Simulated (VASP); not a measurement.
```xyz
3
Lattice="1.7701 -3.0659 0.0000 1.7701 3.0659 0.0000 0.0000 0.0000 6.5591" Properties=species:S:1:pos:R:3 pbc="T T T"
Ti     0.0000     0.0000     0.0000
Se     1.7701     1.0220     1.5492
Se     1.7701    -1.0220     5.0099
```

These are PBE GGA, VASP's PBE PAW potentials (set 64) (plane waves; VASP) values and carry that method's errors. Run with 400 eV cut-off, Gaussian smearing of 0.050 eV, potentials Ti_sv Se.

Without a dispersion term in the relaxation, distances and binding between the weakly bound layers, chains or molecules are unreliable, and so is what depends on them.

### Question
Give the energies of bands 7 to 15 at the high-symmetry points, in eV from the Fermi level.

### Answer

| band | Γ | M | K | A | L | H |
|---|---|---|---|---|---|---|
| 7 | -4.95 | -5.05 | -4.07 | -4.09 | -5.09 | -4.05 |
| 8 | -2.23 | -3.91 | -3.90 | -2.22 | -4.25 | -4.05 |
| 9 | -2.23 | -2.70 | -3.90 | -2.21 | -2.71 | -3.87 |
| 10 | -0.48 | -2.33 | -2.55 | -2.21 | -2.38 | -2.86 |
| 11 | 0.41 | -2.31 | -2.43 | 0.38 | -1.54 | -2.20 |
| 12 | 0.41 | -1.19 | -2.43 | 0.38 | -1.04 | -2.20 |
| 13 | 0.45 | 0.01 | 1.07 | 0.41 | -0.16 | 1.07 |
| 14 | 0.45 | 1.29 | 1.48 | 0.41 | 1.29 | 1.27 |
| 15 | 0.59 | 1.67 | 1.48 | 1.03 | 1.65 | 1.27 |

It has no gap at this level: it comes out as a metal or semimetal.

The compound is TiSe2 in the 1T layered structure. It was relaxed first, which changed the volume by +9 %.
